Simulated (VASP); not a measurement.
# What spin-orbit coupling changes in CuAu (Tetraauricupride), part 3 of 4

Aim: run bands, DOS and a relaxation of CuAu (Tetraauricupride) twice, without and with spin-orbit coupling. All runs use PBE. Left out of this account: 1 further run (self-consistent run: a reference on another mesh). The start is a cell from a database of measured crystal structures.

VASP 6.6.1, plane waves and PAW; the level of theory is named at each step.

So far. Step 3 (Bands along the symmetry lines (PBE + SOC)): There is no gap at this level. Without the coupling there was no gap either. The run took 3.3 times the core time, with 34 spinor bands against 23. Step 4 (Density of states (PBE)): Of the states within 0.3 eV of the Fermi level, the largest shares in the PAW spheres are Au d 24 %, Cu d 24 % and Au p 11 %. The rest lies in smaller channels or between the spheres.

**5. Density of states (PBE + SOC)**

This step: PBE, spin-orbit coupling; plane waves and PAW (Cu, Au) (VASP 6.6.1).

Here the states are counted by energy and projected on the atoms.

Input file INCAR:

```
SYSTEM = CuAu
PREC = Accurate
ENCUT = 400
EDIFF = 1E-06
NELM = 100
ISMEAR = -5
SIGMA = 0.05
LREAL = .FALSE.
ALGO = Normal
GGA = PE
LNONCOLLINEAR = .TRUE.
MAGMOM = 0 0 0 0 0 0
NBANDS = 34
GGA_COMPAT = .FALSE.
LASPH = .TRUE.
LSORBIT = .TRUE.
LMAXMIX = 4
LORBIT = 11
LWAVE = .FALSE.
LCHARG = .FALSE.
KPAR = 2
NEDOS = 2001
```

Input file POSCAR:

```
CuAu
1.0
    2.8000000000      0.0000000000      0.0000000000
    0.0000000000      2.8000000000      0.0000000000
    0.0000000000      0.0000000000      3.6700000000
Cu Au
1 1
Direct
    0.5000000000      0.5000000000      0.5000000000
    0.0000000000      0.0000000000      0.0000000000
```

Input file KPOINTS:

```
Automatic mesh
0
Gamma
12 12 9
0 0 0
```

PAW data sets: Cu and Au (PBE family, release 64).

Run with:

```sh
> mpirun -np 2 vasp_ncl
```

The log of the run:

```text
[... set-up lines as in an earlier step ...]
 entering main loop
       N       E                     dE             d eps       ncg     rms          rms(c)
DAV:   1     0.164062022125E+03    0.16406E+03   -0.84210E+03 10298   0.153E+03
DAV:   2     0.435980547499E+01   -0.15970E+03   -0.14638E+03  9788   0.331E+02
DAV:   3    -0.806781251718E+01   -0.12428E+02   -0.11672E+02 10972   0.107E+02
DAV:   4    -0.835407476137E+01   -0.28626E+00   -0.28560E+00 12684   0.168E+01
DAV:   5    -0.836319368641E+01   -0.91189E-02   -0.91199E-02 13648   0.247E+00    0.128E+01
DAV:   6    -0.772083048569E+01    0.64236E+00   -0.54849E+00 12318   0.723E+01    0.598E+00
DAV:   7    -0.744958848433E+01    0.27124E+00   -0.21841E+00 11464   0.777E+01    0.623E+00
DAV:   8    -0.736058238611E+01    0.89006E-01   -0.28774E-01 13716   0.156E+01    0.299E+00
DAV:   9    -0.735427293100E+01    0.63095E-02   -0.19523E-02 14000   0.191E+00    0.426E-01
DAV:  10    -0.735349941937E+01    0.77351E-03   -0.29354E-03 14534   0.102E+00    0.126E-01
DAV:  11    -0.735354237198E+01   -0.42953E-04   -0.13247E-04 13382   0.142E-01    0.510E-02
DAV:  12    -0.735355776017E+01   -0.15388E-04   -0.36266E-05 14598   0.133E-01    0.192E-02
DAV:  13    -0.735356489735E+01   -0.71372E-05   -0.88898E-07  7768   0.177E-02    0.203E-03
DAV:  14    -0.735356510991E+01   -0.21256E-06   -0.89025E-07  5792   0.174E-02
   1 F= -.73535651E+01 E0= -.73535651E+01  d E =0.000000E+00  mag=    -0.0000    -0.0000    -0.0000
 [... a notice as in an earlier step ...]
```

The job ended after 89 s (2 MPI ranks of AMD EPYC 7R43, shared host; peak memory 0.47 GiB).

OUTCAR, selected parts (step 5):

```text
   NELECT =      22.0000    total number of electrons

 E-fermi :   9.0058

 k-point     1 :       0.0000    0.0000    0.0000
  band No.  band energies     occupation
    ...
     18       7.1453      1.00000
     19       7.3083      1.00000
     20       7.3083      1.00000
     21       7.6896      1.00000
     22       7.6896      1.00000
     23      10.9076      0.00000
     24      10.9076      0.00000
     25      17.0520      0.00000
     26      17.0520      0.00000
     27      18.5522      0.00000
    ...

  Total        0.9955327      0.9955327      0.9435402      0.0000000      0.0000000      0.0000000
  in kB       55.4349942     55.4349942     52.5398550      0.0000000      0.0000000      0.0000000
  external PRESSURE =      54.4699478 kB  Pullay stress =       0.0000000 kB

  FREE ENERGIE OF THE ION-ELECTRON SYSTEM (eV)
  ---------------------------------------------------
  free  energy   TOTEN  =        -7.3535651099 eV

  energy  without entropy=       -7.3535651099  energy(sigma->0) =       -7.35356511

 Spin-Orbit-Coupling matrix elements
 Ion:    1  E_soc:     -0.0152951
 Ion:    2  E_soc:     -0.6168942

 magnetization (x)
# of ion       s       p       d       tot
------------------------------------------
    1        0.000  -0.000   0.000   0.000
    2       -0.000   0.000  -0.000   0.000
--------------------------------------------------
tot          0.000   0.000   0.000   0.000

 magnetization (y)
# of ion       s       p       d       tot
------------------------------------------
    1       -0.000  -0.000   0.000  -0.000
    2        0.000   0.000   0.000   0.000
--------------------------------------------------
tot         -0.000  -0.000   0.000  -0.000

 magnetization (z)
# of ion       s       p       d       tot
------------------------------------------
    1        0.000   0.000   0.000   0.000
    2        0.000   0.000  -0.000   0.000
--------------------------------------------------
tot          0.000   0.000  -0.000   0.000

[... 9 parts as in an earlier step ...]

[... 9 further parts left out ...]
```

At this level the cell is under a pressure of 5.4 GPa, so at these settings it is away from equilibrium.

This step gave:

| Item | Value |
| --- | --- |
| SCF cycles | 14 |
| bands | 34 |
| free energy (TOTEN) | -7.354 eV |
| Fermi energy | 9.006 eV |
| pressure | 5.447 GPa |
| DOS at the Fermi level | 0.5879 states/eV/cell |

On-site spin-orbit energy by atom:

```tsv
atom	on-site spin-orbit energy (eV)
Cu1	-0.015
Au2	-0.617
```

The density of states has structure finer than the step of the table below, so its rows give means over 1 eV, whole bins alone (the curve runs from -11.4 to 7.05 eV). Peaks (eV: height): total -6.2: 5.84, -2.8: 7.21, -2.3: 8.22, -1.8: 7.62; Cu d -2.8: 5.36, -2.3: 6.87; Au d -6.7: 2.66, -6.2: 4.23, -4.9: 2.45, -4.1: 2.56; Au p -6.2: 0.109, -4.9: 0.098, -3.1: 0.135, -2.9: 0.137; Cu p -6.4: 0.101, -6.2: 0.115, -5.6: 0.108, -4.9: 0.102.

States under -11.4 eV and over 7.0 eV are left out. Table of density of states by energy, zero at the Fermi level; means over each step; values in states/eV/cell:

```tsv
energy (eV)	total	Cu d	Au d	Au p	Cu p	Au s	Cu s
-10	0.0271	2.8e-5	1.9e-4	2.4e-4	2.0e-4	0.0104	0.00541
-9	0.172	6.3e-4	0.00555	0.00406	0.00364	0.0621	0.0302
-8	0.373	0.00522	0.0537	0.0125	0.0135	0.115	0.0453
-7	2.06	0.0844	1.24	0.0364	0.0350	0.145	0.124
-6	2.72	0.181	1.91	0.0483	0.0577	0.0655	0.0524
-5	2.71	0.388	1.70	0.0603	0.0631	0.0869	0.0260
-4	2.79	0.662	1.66	0.0739	0.0373	0.0452	0.0199
-3	3.99	2.67	0.789	0.107	0.0437	0.0210	0.0263
-2	6.08	4.72	1.08	0.0361	0.0258	0.0163	0.0157
-1	0.809	0.425	0.172	0.0491	0.0273	0.0263	0.0254
0	0.574	0.147	0.140	0.0644	0.0482	0.0397	0.0219
1	0.569	0.0961	0.131	0.0770	0.0608	0.0447	0.0249
2	0.493	0.0678	0.0913	0.0825	0.0608	0.0344	0.0262
3	0.454	0.0569	0.0730	0.0769	0.0524	0.0474	0.0276
4	0.497	0.0567	0.0729	0.0696	0.0436	0.0767	0.0503
5	0.593	0.0493	0.0846	0.0744	0.0525	0.0687	0.100
6	0.714	0.0540	0.0847	0.0902	0.0712	0.0910	0.115
```

The DOS at the Fermi level goes from 0.571 to 0.588 states/eV/cell, a number that is sensitive to the mesh. The run took 2.9 times the core time, with 34 spinor bands against 23. Of the states within 0.3 eV of the Fermi level, the largest shares in the PAW spheres are Au d 25 %, Cu d 25 % and Au p 11 %. The rest lies in smaller channels or between the spheres.

**6. Relaxing cell and atoms (PBE)**

This step: PBE; plane waves and PAW (Cu, Au) (VASP 6.6.1).

Last, the cell itself: ISIF = 3 frees volume, shape and positions, first without the coupling.

Input file INCAR:

```
SYSTEM = CuAu
PREC = Accurate
ENCUT = 400
EDIFF = 1E-06
NELM = 100
ISMEAR = -1
SIGMA = 0.05
LREAL = .FALSE.
ALGO = Normal
GGA = PE
NBANDS = 17
LASPH = .TRUE.
LORBIT = 11
LWAVE = .FALSE.
LCHARG = .FALSE.
KPAR = 2
IBRION = 2
NSW = 60
ISIF = 3
EDIFFG = -0.01
```

POSCAR is that of step 5.

KPOINTS is that of step 5.

Run with:

```sh
> mpirun -np 2 vasp_std
```

The log of the run:

```text
[... set-up lines as in an earlier step ...]
 entering main loop
       N       E                     dE             d eps       ncg     rms          rms(c)
DAV:   1     0.106625511396E+03    0.10663E+03   -0.95059E+03  5209   0.150E+03
DAV:   2    -0.470959074431E+01   -0.11134E+03   -0.10517E+03  4873   0.264E+02
DAV:   3    -0.797824744179E+01   -0.32687E+01   -0.32299E+01  5878   0.569E+01
DAV:   4    -0.801985897050E+01   -0.41612E-01   -0.41587E-01  6022   0.522E+00
DAV:   5    -0.802109890048E+01   -0.12399E-02   -0.12399E-02  6693   0.933E-01    0.118E+01
DAV:   6    -0.748440284858E+01    0.53670E+00   -0.69990E+00  5040   0.738E+01    0.552E+00
DAV:   7    -0.711659318061E+01    0.36781E+00   -0.28160E+00  5880   0.792E+01    0.610E+00
DAV:   8    -0.704411668812E+01    0.72476E-01   -0.24275E-01  6524   0.129E+01    0.286E+00
DAV:   9    -0.703747124296E+01    0.66454E-02   -0.14276E-02  7236   0.209E+00    0.176E-01
DAV:  10    -0.703691350436E+01    0.55774E-03   -0.38941E-03  6128   0.129E+00    0.848E-02
DAV:  11    -0.703688648961E+01    0.27015E-04   -0.14722E-04  7320   0.249E-01    0.254E-02
DAV:  12    -0.703688300523E+01    0.34844E-05   -0.14199E-05  7368   0.922E-02    0.622E-03
DAV:  13    -0.703688262423E+01    0.38100E-06   -0.86755E-07  2948   0.115E-02
   1 F= -.70368826E+01 E0= -.70333208E+01  d E =-.703688E+01
 curvature:   0.00 expect dE= 0.000E+00 dE for cont linesearch  0.000E+00
 trial: gam= 0.00000 g(F)=  0.000E+00 g(S)=  0.938E-01 ort = 0.000E+00 (trialstep = 0.100E+01)
 search vector abs. value=  0.938E-01
 bond charge predicted
       N       E                     dE             d eps       ncg     rms          rms(c)
DAV:   1    -0.929380219587E+01   -0.22569E+01   -0.33893E+01  5151   0.118E+02    0.109E+01
DAV:   2    -0.752474352514E+01    0.17691E+01   -0.10062E+01  4973   0.106E+02    0.441E+00
DAV:   3    -0.727240005817E+01    0.25234E+00   -0.45182E+00  5135   0.569E+01    0.543E+00
DAV:   4    -0.708245102026E+01    0.18995E+00   -0.33620E-01  6026   0.257E+01    0.293E+00
DAV:   5    -0.704878848013E+01    0.33663E-01   -0.20465E-01  6294   0.163E+01    0.885E-01
DAV:   6    -0.704056512635E+01    0.82234E-02   -0.44044E-02  6693   0.609E+00    0.550E-02
DAV:   7    -0.704063134502E+01   -0.66219E-04   -0.74058E-04  5526   0.257E-01    0.425E-02
DAV:   8    -0.704061059935E+01    0.20746E-04   -0.10469E-04  6300   0.321E-01    0.464E-03
DAV:   9    -0.704061114271E+01   -0.54336E-06   -0.80771E-06  6741   0.681E-02
   2 F= -.70406111E+01 E0= -.70373745E+01  d E =-.372852E-02
[...]
3 F= -.70602607E+01 E0= -.70568909E+01  d E =-.233781E-01
[...]
4 F= -.70602655E+01 E0= -.70568918E+01  d E =-.233828E-01
[...]
5 F= -.70613504E+01 E0= -.70580985E+01  d E =-.108492E-02
[...]
6 F= -.70636113E+01 E0= -.70604598E+01  d E =-.334578E-02
[...]
7 F= -.70639906E+01 E0= -.70605504E+01  d E =-.372509E-02
 curvature:   2.53 expect dE= 0.213E-03 dE for cont linesearch  0.182E-03
 ZBRENT: bracketing found
 ZBRENT: interpolating
 opt :   7.0230  next Energy=    -7.064292 (dE=-0.403E-02)
 bond charge predicted
       N       E                     dE             d eps       ncg     rms          rms(c)
DAV:   1    -0.707831466629E+01   -0.14324E-01   -0.73916E-01  5378   0.719E+00    0.783E-01
DAV:   2    -0.706887972304E+01    0.94349E-02   -0.88854E-03  6610   0.175E+00    0.450E-01
DAV:   3    -0.706485420206E+01    0.40255E-02   -0.59703E-03  6976   0.217E+00    0.197E-01
DAV:   4    -0.706439033847E+01    0.46386E-03   -0.27462E-03  5526   0.168E+00    0.645E-02
DAV:   5    -0.706437726005E+01    0.13078E-04   -0.13707E-04  7143   0.290E-01    0.373E-02
DAV:   6    -0.706437721518E+01    0.44869E-07   -0.10576E-05  6563   0.379E-02    0.256E-03
DAV:   7    -0.706437704953E+01    0.16565E-06   -0.71363E-07  3021   0.214E-02
   8 F= -.70643770E+01 E0= -.70611105E+01  d E =-.411158E-02
 curvature:  -4.19 expect dE=-0.141E-04 dE for cont linesearch -0.928E-05
 trial: gam= 0.00000 g(F)=  0.218E-62 g(S)=  0.337E-05 ort =-0.533E-04 (trialstep = 0.213E+01)
 search vector abs. value=  0.337E-05
 reached required accuracy - stopping structural energy minimisation
```

It took 99 s on 2 MPI ranks; peak memory 0.28 GiB.

From OUTCAR (step 6):

```text
   k-points           NKPTS =    140   k-points in BZ     NKDIM =    140   number of bands    NBANDS=     17

   NELECT =      22.0000    total number of electrons

 E-fermi :   8.2292

 k-point     1 :       0.0000    0.0000    0.0000
  band No.  band energies     occupation
    ...
      7       5.6732      2.00000
      8       6.2752      2.00000
      9       6.6404      2.00000
     10       6.8413      2.00000
     11       6.8413      2.00000
     12      11.1948      0.00000
     13      17.0034      0.00000
     14      17.5826      0.00000
     15      17.5826      0.00000
     16      24.1572      0.00000
    ...

  Total       -0.0079268     -0.0079268      0.0037613      0.0000000     -0.0000000      0.0000000
  in kB       -0.4238585     -0.4238585      0.2011203      0.0000000     -0.0000000      0.0000000
  external PRESSURE =      -0.2155323 kB  Pullay stress =       0.0000000 kB

 POSITION                                       TOTAL-FORCE (eV/Angst)
 -----------------------------------------------------------------------------------
      1.44361      1.44361      1.79722         0.000000      0.000000      0.000000
      0.00000      0.00000      0.00000        -0.000000     -0.000000      0.000000
 -----------------------------------------------------------------------------------
    total drift:                                0.000000     -0.000000     -0.000000

  FREE ENERGIE OF THE ION-ELECTRON SYSTEM (eV)
  ---------------------------------------------------
  free  energy   TOTEN  =        -7.0643770495 eV

  energy  without entropy=       -7.0578440481  energy(sigma->0) =       -7.06111055

 reached required accuracy - stopping structural energy minimisation

[... 6 parts as in an earlier step ...]

[... 10 further parts left out ...]
```

The run keeps the 16 symmetry operations of its start, so it cannot find a distortion of lower symmetry.

The steps of the relaxation:

```tsv
step	energy less that of the first step (eV)	largest force (eV/Å)	pressure (GPa)	volume (Å³)
1	0.0000	0.0000	6.30	28.77
2	-0.0037	0.0000	-5.18	31.19
3	-0.0234	0.0000	-0.18	30.00
4	-0.0234	0.0000	-0.09	29.98
5	-0.0245	0.0000	0.12	29.98
6	-0.0267	0.0000	-0.05	29.98
7	-0.0271	0.0000	-0.07	29.95
8	-0.0275	0.0000	-0.02	29.96
```

```tsv
conventional cell, symmetrised	before	after	change
a (Å)	2.800	2.887	+3.1 %
b (Å)	2.800	2.887	+3.1 %
c (Å)	3.670	3.594	-2.1 %
volume (Å³/atom)	14.39	14.98	+4.1 %
```

The relaxed structure:

```cif
data_structure
_symmetry_space_group_name_H-M 'P 1'
_symmetry_Int_Tables_number 1
_cell_length_a 2.8872
_cell_length_b 2.8872
_cell_length_c 3.5944
_cell_angle_alpha 90.000
_cell_angle_beta 90.000
_cell_angle_gamma 90.000
_cell_volume 29.96
loop_
_atom_site_label
_atom_site_type_symbol
_atom_site_fract_x
_atom_site_fract_y
_atom_site_fract_z
_atom_site_occupancy
Cu1 Cu 0.50000 0.50000 0.50000 1
Au2 Au 0.00000 0.00000 0.00000 1
```

Numbers from this step:

| Quantity | Value |
| --- | --- |
| bands | 17 |
| free energy (TOTEN) | -7.064 eV |
| energy at zero smearing | -7.061 eV |
| Fermi energy | 8.229 eV |
| pressure | -0.02155 GPa |
| SCF cycles over all ionic steps | 66 |

It ends with forces that vanish by symmetry and a pressure of -0.02 GPa.

[end of part 3 of 4]

[Lines on the potential files, build, host, timing and source positions are cut from VASP's logs without a mark.]

[Logs are printed without paths, hosts, clocks, repeated set-up lines and the standing remarks that a program may print on its own settings, such as how far it seeks lower states.]

[Hosts, paths, dates, database ids (printed as entryN), source tags and the programs' standing remarks are cut or masked in the printed files.]

[A measured line is paired with the nearest computed mode of its activity, which favours agreement.]
